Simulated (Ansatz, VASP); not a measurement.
**Cross-check of TiSi2 (Zhiqinite) between VASP and Ansatz**

One calculation is typed for both programs; each brings its own data sets. How far apart do they land? Of the first pair: The structure shown is the start of the Ansatz relaxation below; VASP solves that cell, so the two are compared at the walk's first step.

Method: plane waves, with VASP 6.6.1 beside it; single point at PBEsol and relaxation of cell and atoms at PBEsol, in Ansatz 0.2.0.

### 1. The starting structure

The structure is orthorhombic, space group Fddd (No. 70). Conventional cell: a = 4.739 Å, b = 8.102 Å, c = 8.531 Å, α = 90.00°, β = 90.00°, γ = 90.00°. Si has 5 Si at 2.52 to 2.75 Å and 5 Ti at 2.54 to 2.72 Å nearest. Nearest to Ti lie 10 Si at 2.54 to 2.72 Å. Farther neighbours are not listed.

### 2. Ansatz: relaxation, PBEsol

Ansatz runs on its PAW soft_1 files.

The two programs are compared at the cell with which this relaxation starts, whose forces are those of its first step.

input.yaml

```yaml
crystal:
  lattice:
    - [0.0, 4.0512061801, 4.2654308119]
    - [2.3694777198, 0.0, 4.2654308119]
    - [2.3694777198, 4.0512061801, 0.0]
  atoms:
    - { symbol: Si, position: [0.085744061, 0.414255939, 0.085744061] }
    - { symbol: Si, position: [0.414255939, 0.085744061, 0.414255939] }
    - { symbol: Si, position: [0.164255939, 0.835744061, 0.164255939] }
    - { symbol: Si, position: [0.835744061, 0.164255939, 0.835744061] }
    - { symbol: Ti, position: [0.75, 0.75, 0.75] }
    - { symbol: Ti, position: [0.5, 0.5, 0.5] }
kpoints:
  mp_grid: { grid: [12, 12, 12] }
hamiltonian:
  xc: pbesol
  pseudopotentials: { kind: paw, azcp: { folder: soft_1 }, xc_functional: pbe }
scf:
  occupations: { method: methfessel_paxton, width: 0.2 }
output:
  forces: true
  stress: true
  eigenvalues: true
relax:
  adjacent_minimum: "off"
  f_tol: 0.001
  max_steps: 60
  cell: { stress_tol: 0.01, fix: [volume] }
```

Run with:

```sh
$ ansatz run input.yaml --threads 4 --pin off --max-ram 16384MiB --backend cpu --events-out ev --progress --plain --runs-dir out
```

Numbers of over 12 decimals in the logs are rounded to 6 here.

The program printed:

```text
Engine: ansatz 0.2.0, x86_64-unknown-linux-gnu
Pseudopotentials: kind: paw
Pseudopotential: Si, paw, valence charge 4, recommended cutoff 420 eV (normal), soft_1/Si.paw.azcp
Pseudopotential: Ti, paw, valence charge 12, recommended cutoff 420 eV (normal), soft_1/Ti.paw.azcp
Functional definition: PBEsol
  exchange = pbesol_x
  correlation = pbesol_c
Crystal: 6 atoms, lattice volume = 81.890 Å³
Basis set: ecut = 420 eV, 1601 PW (Γ), exchange–correlation on 80×72×64 points (8 copies of the dense FFT grid, shifted against one another)
Bands: 26, of which v1, the nominal top of the filled ones, is band 20 counted from 1 (19 counted from 0)
Symmetry: 8 space group operations
Space group: Fddd (ITA 70), of the structure as read, at distance tolerance 4.3e-5 Å
k-points: 280 of 1728
Non-local potential: Si, projectors of the file, l = 0: 2, l = 1: 2, l = 2: 1
Non-local potential: Ti, projectors of the file, l = 0: 3, l = 1: 2, l = 2: 3, l = 3: 1
PAW form: soft (Blöchl's): semilocal exchange-correlation on the pseudo side does not see the compensation charge
PAW frozen core: Si, regenerated for the run's functional, and the local potential with it (the file was generated under x = pbe(κ = 0.804, μ = 0.219515), c = pbe(β = 0.066725))
PAW frozen core: Ti, regenerated for the run's functional, and the local potential with it (the file was generated under x = pbe(κ = 0.804, μ = 0.219515), c = pbe(β = 0.066725))
PAW one-centre angular grid: Si, 110 points (default); XC on 64 Gauss nodes
PAW one-centre angular grid: Ti, 590 points (default); XC on 64 Gauss nodes
Initial density: superposition of atomic densities (chi_scale 0.1, normalization cell, long waves kept (reshape's long-wave potential 0.00 eV rms))
Initial wavefunctions: pseudopotential atomic-orbital guess
Functional: x = pbesol(κ = 0.804, μ = 0.123457), c = pbesol(β = 0.046)
SCF iter   1: F=—  HF=-7438.495263 eV  |F-HF|=—  |Δ(HF+E_count)|=         —  Δρ=3.81e-2  dr2=2.09e0  ethr=3.10e-3  ⟨swp⟩=6.1  Hψ=33398  notcnv=0
preconditioner: auto → Kerker (q_TF=auto, 2.421 Å⁻¹)  [metal: Δε(μ)=0.002 eV  Ē_g=6.401 eV  σ=0.200 eV  W_gap=0.01  n_scr=16 (ndim 8)  ℏωp=20.1 eV  f_vac=0.000  D(μ)=1.95/eV (n_scr^D=12)]
SCF iter   2: F=—  HF=-7438.057101 eV  |F-HF|=—  |Δ(HF+E_count)|=   4.38e-1  S|Δr|=    0.00e0  Δρ=2.37e-2  dr2=7.41e-1  ethr=3.10e-3  ⟨swp⟩=1.3  Hψ=9663  notcnv=0  defer=28
SCF iter   3: F=—  HF=-7437.792602 eV  |F-HF|=—  |Δ(HF+E_count)|=   2.64e-1  S|Δr|=    0.00e0  Δρ=2.35e-3  dr2=3.68e-3  ethr=1.85e-3  ⟨swp⟩=2.1  Hψ=11901  notcnv=0  defer=29
SCF iter   4: F=—  HF=-7437.791504 eV  |F-HF|=—  |Δ(HF+E_count)|=   1.10e-3  S|Δr|=    0.00e0  Δρ=7.33e-4  dr2=4.03e-4  ethr=9.20e-6  ⟨swp⟩=2.3  Hψ=11926  notcnv=0  defer=73
SCF iter   5: F=—  HF=-7437.791438 eV  |F-HF|=—  |Δ(HF+E_count)|=   6.61e-5  S|Δr|=    0.00e0  Δρ=1.33e-4  dr2=1.19e-5  ethr=1.01e-6  ⟨swp⟩=2.0  Hψ=8573  notcnv=0  defer=73
SCF iter   6: F=—  HF=-7437.791434 eV  |F-HF|=—  |Δ(HF+E_count)|=   4.22e-6  S|Δr|=    0.00e0  Δρ=2.15e-5  dr2=2.93e-7  ethr=2.98e-8  ⟨swp⟩=2.6  Hψ=10642  notcnv=0  defer=231
SCF iter   7: F=-7437.791434 eV  HF=-7437.791434 eV  |F-HF|=6.79e-9  |Δ(HF+E_count)|=   6.61e-8  S|Δr|=    0.00e0  Δρ=4.11e-6  dr2=1.23e-8  ethr=2.50e-10  ⟨swp⟩=8.8  Hψ=31473  notcnv=0
SCF 1 converged in 7 iterations: F = -7437.791434 eV  dr2 = 1.23e-8
  greatest PAW one-centre occupation: 0.998 electrons in one spin orbital (limit 2), on the Ti atom at site 5 (counted from 0), in its partial waves of l = 0
relax step   1: F+E_penalty+E_count = -7437.79143406 eV  Δ(F+E_penalty+E_count) = +0.000e0 eV  max|allowed force component| = 3.744e-2 eV/Å  Δτ_max = 0.0000 Å  P = +1.283 GPa  Ω = 81.890 Å³  fix = [volume]  reactions: volume +1.283 GPa  (7 SCF iters, dr2 threshold 1.00e-7 eV, accepted)
[...]
relax step   3: F+E_penalty+E_count = -7437.79794617 eV  Δ(F+E_penalty+E_count) = -3.361e-4 eV  max|allowed force component| = 2.933e-3 eV/Å  Δτ_max = 0.0001 Å  P = +1.555 GPa  Ω = 81.890 Å³  energy of the carried Pulay correction = -1.028e-17 eV  fix = [volume]  reactions: volume +1.555 GPa  (3 SCF iters, dr2 threshold 6.00e-7 eV, accepted)
[...]
relax step   4: F+E_penalty+E_count = -7437.79795207 eV  Δ(F+E_penalty+E_count) = -5.896e-6 eV  max|allowed force component| = 1.512e-3 eV/Å  Δτ_max = 0.0006 Å  P = +1.556 GPa  Ω = 81.890 Å³  energy of the carried Pulay correction = -2.057e-18 eV  fix = [volume]  reactions: volume +1.556 GPa  (4 SCF iters, dr2 threshold 1.05e-8 eV, accepted)
[...]
relax step   5: F+E_penalty+E_count = -7437.79795494 eV  Δ(F+E_penalty+E_count) = -2.878e-6 eV  max|allowed force component| = 8.321e-5 eV/Å  Δτ_max = 0.0002 Å  P = +1.554 GPa  Ω = 81.890 Å³  energy of the carried Pulay correction = +4.114e-18 eV  fix = [volume]  reactions: volume +1.554 GPa  (3 SCF iters, dr2 threshold 4.60e-9 eV, accepted)
[...]
relax step   6: F+E_penalty+E_count = -7437.79794292 eV  Δ(F+E_penalty+E_count) = +1.202e-5 eV  max|allowed force component| = 8.056e-5 eV/Å  Δτ_max = 0.0000 Å  P = +1.554 GPa  Ω = 81.890 Å³  fix = [volume]  reactions: volume +1.554 GPa  stress off target by 4.83e-3 GPa on what of the cell is left free  SCF on the basis re-selected at this cell (its energy is not comparable with the rows above)  (5 SCF iters)
basis re-selected at this cell: Δ(F+E_penalty+E_count) = +1.202e-5 eV, ΔP = -0.000 GPa vs the last step (what re-selecting the basis moved, of the pressure what is left beyond the Pulay correction that the steps carried, after the strain that the cell walked since its last selection, with what the two solves' SCF thresholds leave and, on support functions, any second-order correction that the steps lacked; it is no m [...]
SCF converged after 5 iterations
Stability not checked: this state was not tested for a lower state beside it, because cold or Methfessel-Paxton smearing, or corrected tetrahedra, fill the levels in a way that the test cannot read (fill_not_monotonic; see scf.lower_state_search)
Free energy (F): -7437.797943 eV
Harris-Foulkes:  -7437.797943 eV  (|F-HF|=3.64e-12)
Internal energy: -7437.797633 eV  (E = F + TS)
E sigma→0 (E₀):  -7437.797865 eV
Entropy (-TS):   -0.000310 eV (-0.052 meV/atom)
Fermi energy:    12.854147 eV
--- Per-component energies (eV) ---
  E_band       = -201.881883
  E_kinetic    = 738.494394
  E_local      = -2109.882904  (includes V_loc(G=0)·N_el)
  E_nonlocal   = 214.840176
  E_hartree    = 900.475374
  E_xc         = -463.132795
  E_vxc        = -493.018992  (∫ρ·V_xc dr)
  E_paw        = -4025.397232  (= ΣΔE_a)
  E_vpaw       = -353.265318  (= ΣTr[D̂ρ^β])
  E_aug_tail   = -0.000004  (compensation charges beyond the density's cutoff)
  E_ewald      = -2693.599654
  E_core_change = 0.405012  (= ΣΔE_core)
  E_smearing   = -0.000310  (= −TS)
  E_closure    = -0.000000  (closes the sum)
  Σ components = -7437.797943   (vs F -7437.797943, Δ=0.00e0)
--- Forces (eV/Å), atoms counted from 1 ---
  atom   1  Si    -0.00000000    -0.00008056     0.00000000
  atom   2  Si     0.00000000     0.00008056     0.00000000
  atom   3  Si    -0.00000000     0.00008056     0.00000000
  atom   4  Si     0.00000000    -0.00008056    -0.00000000
  atom   5  Ti     0.00000000     0.00000000     0.00000000
  atom   6  Ti     0.00000000    -0.00000000     0.00000000
  max |Σ_I F_I| component: 2.78e-17 eV/Å
--- Stress (GPa, compression-positive) ---
        1.550008       0.000000      -0.000000
        0.000000       1.553210      -0.000000
       -0.000000       0.000000       1.558856
  P = ⅓ Tr σ = 1.5540 GPa (15.540 kbar)
--- Band table (eV; the first three rows and the last of 280) ---
  k-point 0: bands = [... 16 lower, 10.5304, 10.8415, 11.0924, 11.4740, 11.9023, 14.9749, 16.0914, 16.3309, ... 2 higher]
  k-point 1: bands = [... 16 lower, 10.4297, 10.7945, 11.3770, 11.4897, 11.8869, 14.8999, 16.0744, 16.1797, ... 2 higher]
  k-point 2: bands = [... 16 lower, 10.7732, 10.8895, 11.5895, 11.7057, 11.9657, 14.6797, 15.8456, 15.9220, ... 2 higher]
  k-point 279: bands = [... 16 lower, 11.2985, 11.2985, 11.8352, 11.8352, 13.6113, 13.6113, 16.2022, 16.2022, ... 2 higher]
--- Relaxed structure (5 steps of the walk, 5 accepted, 1 SCFs on fresh bases) ---
  F+E_penalty+E_count = -7437.79794292 eV   max|allowed force component| = 8.056e-5 eV/Å   (the final SCF, on the basis selected at the relaxed cell)
  cell:  # Å, volume = 81.8898 Å³
    - [1.2049743452488445e-18, 4.071866, 4.239492]
    - [2.371879, 0, 4.239492]
    - [2.371879, 4.071866, 6.693719790348416e-19]
  atoms:
    - { symbol: Si, position: [0.086200, 0.413800, 0.086200] }
    - { symbol: Si, position: [0.413800, 0.086200, 0.413800] }
    - { symbol: Si, position: [0.163800, 0.836200, 0.163800] }
    - { symbol: Si, position: [0.836200, 0.163800, 0.836200] }
    - { symbol: Ti, position: [0.75, 0.75, 0.750000] }
    - { symbol: Ti, position: [0.5, 0.5, 0.5] }
```

### 3. VASP: single point, PBEsol, start cell, pair 1

The same cell, functional, mesh and smearing now go to VASP, with its own data sets.

Lines of VASP's logs that name or quote its potential files are left out, and so is its time.

INCAR

```
SYSTEM = TiSi2
PREC = Accurate
ENCUT = 400
EDIFF = 1E-06
NELM = 120
ISMEAR = 1
SIGMA = 0.2
LREAL = .FALSE.
ALGO = Normal
GGA = PS
NBANDS = 26
LASPH = .TRUE.
LORBIT = 11
LWAVE = .FALSE.
LCHARG = .FALSE.
ISIF = 2
GGA_COMPAT = .FALSE.
KPAR = 2
```

POSCAR

```
TiSi2
1.0
    0.0000000000      4.0512060000      4.2654310000
    2.3694780000      0.0000000000      4.2654310000
    2.3694780000      4.0512060000      0.0000000000
Si Ti
4 2
Direct
    0.0857440383      0.4142558445      0.0857441555
    0.4142558445      0.0857440383      0.4142559617
    0.1642558445      0.8357440383      0.1642559617
    0.8357440383      0.1642558445      0.8357441555
    0.7499999414      0.7499999414      0.7500000586
    0.4999999414      0.4999999414      0.5000000586
```

KPOINTS

```
Automatic mesh
0
Gamma
12 12 12
0 0 0
```

Potentials, in the order of the species: Si and Ti_sv (PBE family, release 64).

Run with:

```sh
$ mpirun -np 2 vasp_std
```

The program printed:

```text
[banner, memory and clock lines left out]
running    2 mpi-ranks, on    1 nodes
 distrk:  each k-point on    1 cores,    2 groups
 distr:  one band on    1 cores,    1 groups

 POSCAR found type information on POSCAR SiTi
 POSCAR found :  2 types and       6 ions
|                                                                             |
|               ----> ADVICE to this user running VASP <----                  |
|                                                                             |
|     You enforced a specific xc type in the INCAR file but a different       |
|     [... a line on the potential file left out ...]
|     I HOPE YOU KNOW WHAT YOU ARE DOING!                                     |
|                                                                             |

 LDA part: xc-table for (Slater+PW92), standard interpolation
 POSCAR, INCAR and KPOINTS ok, starting setup
 FFT: planning ... GRIDC
 FFT: planning ... GRID_SOFT
 FFT: planning ... GRID
 WAVECAR not read
 entering main loop
       N       E                     dE             d eps       ncg     rms          rms(c)
DAV:   1     0.344446608624E+03    0.34445E+03   -0.16539E+04 14568   0.137E+03
DAV:   2    -0.270974305013E+01   -0.34716E+03   -0.34128E+03 14602   0.420E+02
DAV:   3    -0.443429339794E+02   -0.41633E+02   -0.40896E+02 25968   0.122E+02
DAV:   4    -0.471435211867E+02   -0.28006E+01   -0.27908E+01 19596   0.293E+01
DAV:   5    -0.473180675688E+02   -0.17455E+00   -0.17451E+00 23200   0.642E+00    0.198E+01
DAV:   6    -0.442638309228E+02    0.30542E+01   -0.37453E+01 20704   0.453E+01    0.694E+00
DAV:   7    -0.437442445309E+02    0.51959E+00   -0.69915E+00 19574   0.193E+01    0.535E+00
DAV:   8    -0.436673544730E+02    0.76890E-01   -0.72798E-01 19940   0.679E+00    0.101E+00
DAV:   9    -0.436605773290E+02    0.67771E-02   -0.11380E-01 20664   0.287E+00    0.505E-01
DAV:  10    -0.436610473082E+02   -0.46998E-03   -0.36510E-03 19184   0.494E-01    0.201E-01
DAV:  11    -0.436610264278E+02    0.20880E-04   -0.27277E-03 23204   0.390E-01    0.119E-01
DAV:  12    -0.436609829326E+02    0.43495E-04   -0.73073E-04 20792   0.213E-01    0.167E-02
DAV:  13    -0.436609792844E+02    0.36482E-05   -0.46141E-05 19980   0.607E-02    0.145E-02
DAV:  14    -0.436609785930E+02    0.69145E-06   -0.25709E-06 15572   0.132E-02
   1 F= -.43660979E+02 E0= -.43660992E+02  d E =0.416761E-04
```

OUTCAR, selected parts (step 3):

```text
ion  position               nearest neighbor table
   1  0.086  0.414  0.086-   3 2.52   3 2.52   6 2.54   6 2.54   2 2.66   5 2.72   5 2.72   5 2.72
                             2 2.75   2 2.75
   2  0.414  0.086  0.414-   4 2.52   4 2.52   6 2.54   6 2.54   1 2.66   5 2.72   5 2.72   5 2.72
                             1 2.75   1 2.75
   3  0.164  0.836  0.164-   1 2.52   1 2.52   5 2.54   5 2.54   4 2.66   6 2.72   6 2.72   6 2.72
                             4 2.75   4 2.75
   4  0.836  0.164  0.836-   2 2.52   2 2.52   5 2.54   5 2.54   3 2.66   6 2.72   6 2.72   6 2.72
                             3 2.75   3 2.75
   5  0.750  0.750  0.750-   4 2.54   4 2.54   3 2.54   3 2.54   2 2.72   2 2.72   1 2.72   1 2.72
                             1 2.72   2 2.72
   6  0.500  0.500  0.500-   2 2.54   2 2.54   1 2.54   1 2.54   3 2.72   3 2.72   4 2.72   4 2.72
                             3 2.72   4 2.72

  LATTYP: Found a face centered orthorhombic cell.
 ALAT       =     4.7389560000
 B/A-ratio  =     1.7097461973
 C/A-ratio  =     1.8001564058

 Subroutine GETGRP returns: Found  8 space group operations
 (whereof  4 operations were pure point group operations)

The static configuration has the point symmetry D_2 .
 The point group associated with its full space group is D_2h.

 Found    280 irreducible k-points:

   k-points           NKPTS =    280   k-points in BZ     NKDIM =    280   number of bands    NBANDS=     26

   dimension x,y,z NGX =    40 NGY =   32 NGZ =   32
   dimension x,y,z NGXF=    80 NGYF=   64 NGZF=   64

   ENCUT  =  400.0 eV  29.40 Ry    5.42 a.u.   9.59  7.96  7.65*2*pi/ulx,y,z

   NELECT =      40.0000    total number of electrons

 k-points in reciprocal lattice and weights: Automatic mesh
   0.00000000  0.00000000  0.00000000       0.001
   0.08333333 -0.00000000 -0.00000000       0.005
   0.16666667 -0.00000000 -0.00000000       0.005
   0.25000000 -0.00000000  0.00000000       0.005
   0.33333333 -0.00000000 -0.00000000       0.005
   0.41666667  0.00000000  0.00000000       0.005
   0.50000000 -0.00000000  0.00000000       0.002
   0.08333333  0.08333333  0.00000000       0.001
   0.16666667  0.08333333 -0.00000000       0.005
[...]
-0.08333333  0.41666667  0.50000000       0.001
   0.00000000  0.50000000  0.50000000       0.001

 average (electrostatic) potential at core
       1 -78.4847       2 -78.4847       3 -78.4847       4 -78.4847       5 -69.4849
       6 -69.4849

 E-fermi :  10.4084

 k-point     1 :       0.0000    0.0000    0.0000
  band No.  band energies     occupation
    ...
     17       8.0495      2.00000
     18       8.4440      2.00000
     19       8.6716      2.00000
     20       9.0525      2.00000
     21       9.4689      2.00000
     22      12.4829     -0.00000
     23      13.6497     -0.00000
     24      13.8754     -0.00000
     25      13.9118     -0.00000
     26      14.3523     -0.00000

 k-point     2 :       0.0833   -0.0000   -0.0000
  band No.  band energies     occupation
    ...
     17       7.9389      2.00000
     18       8.3904      2.00000
     19       8.9363      2.00000
     20       9.0650      2.00000
     21       9.4540      2.00000
     22      12.4086     -0.00000
     23      13.6166     -0.00000
     24      13.7314     -0.00000
     25      13.9024     -0.00000
     26      14.0564     -0.00000

 k-point     3 :       0.1667   -0.0000   -0.0000
  band No.  band energies     occupation
    ...
     17       8.3060      2.00000
     18       8.4688      2.00000
     19       9.1580      2.00000
     20       9.2614      2.00000
     21       9.5244      2.00000
     22      12.1919     -0.00000
     23      13.3929     -0.00000
     24      13.4517     -0.00000
     25      13.6197     -0.00000
     26      13.7657     -0.00000

  Total        0.7631898      1.6086391     -0.5236507      0.0000000      0.0000000      0.0000000
  in kB       14.9318367     31.4730829    -10.2452444      0.0000000      0.0000000      0.0000000
  external PRESSURE =      12.0532251 kB  Pullay stress =       0.0000000 kB

  energy-cutoff  :      400.00
  volume of cell :       81.89
      direct lattice vectors                 reciprocal lattice vectors
     0.000000000  4.051206000  4.265431000    -0.211016941  0.123420038  0.117221448
     2.369478000  0.000000000  4.265431000     0.211016941 -0.123420038  0.117221448
     2.369478000  4.051206000  0.000000000     0.211016941  0.123420038 -0.117221448

 POSITION                                       TOTAL-FORCE (eV/Angst)
 -----------------------------------------------------------------------------------
      1.18474      0.69473      2.13272        -0.000000      0.036987     -0.000000
      1.18474      3.35647      2.13272        -0.000000     -0.036987     -0.000000
      2.36948      1.33087      4.26543        -0.000000     -0.036987     -0.000000
      2.36948      6.77154      4.26543        -0.000000      0.036987     -0.000000
      3.55422      6.07681      6.39815         0.000000     -0.000000     -0.000000
      2.36948      4.05121      4.26543         0.000000     -0.000000      0.000000
 -----------------------------------------------------------------------------------
    total drift:                               -0.000248     -0.000040      0.000890

  FREE ENERGIE OF THE ION-ELECTRON SYSTEM (eV)
  ---------------------------------------------------
  free  energy   TOTEN  =       -43.6609785930 eV

  energy  without entropy=      -43.6610202691  energy(sigma->0) =      -43.66099249

 total charge
# of ion       s       p       d       tot
------------------------------------------
    1        0.769   0.872   0.000   1.642
    2        0.769   0.872   0.000   1.642
    3        0.769   0.872   0.000   1.642
    4        0.769   0.872   0.000   1.642
    5        2.178   6.178   2.098  10.454
    6        2.178   6.178   2.098  10.454
--------------------------------------------------
tot          7.434  15.845   4.196  27.474

[... 3 further parts left out ...]
```

The run ends at a pressure of 1.21 GPa, with forces up to 0.037 eV/Å.

### 4. Comparison

Known differences besides the potentials themselves: the cutoff is 420 eV in Ansatz and 400 eV in VASP; Ansatz makes its cores anew for this functional, VASP keeps those of its PBE data sets. Total energies have different zeros and are not compared.

The forces differ by 0.21 meV/Å r.m.s.; no other quantity is compared for this pair.

(Continued in part 2 of 2.)

[Lines on the potential files, build, host, timing and source positions are cut from VASP's logs without a mark.]

[Logs are printed without paths, hosts, clocks, repeated set-up lines and the standing remarks that a program may print on its own settings, such as how far it seeks lower states.]

[Hosts, paths, dates, database ids (printed as entryN), source tags and the programs' standing remarks are cut or masked in the printed files.]
